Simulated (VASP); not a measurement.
Given:

```
InPd
1.0
    3.25000     0.00000     0.00000
    0.00000     3.25000     0.00000
    0.00000     0.00000     3.25000
In Pd
1 1
Direct
  0.50000   0.50000   0.50000
  0.00000   0.00000   0.00000
```

Method: PBE GGA, VASP's PBE PAW potentials (set 64) (plane waves; VASP). Settings: 400 eV cut-off, 10×10×10 Γ-centred mesh, first-order Methfessel-Paxton smearing of 0.10 eV, potentials In_d Pd.

Task: Give the stress tensor in GPa (positive for a compressed cell).

Result: 
```
6.57  0.00  0.00
0.00  6.57  0.00
0.00  0.00  6.57
```
The pressure is its mean diagonal, 6.57 GPa.

The compound is PdIn in the CsCl type structure. The cell was not relaxed at this level. The electron count is odd and the run is not spin-polarised, which forces a metal.
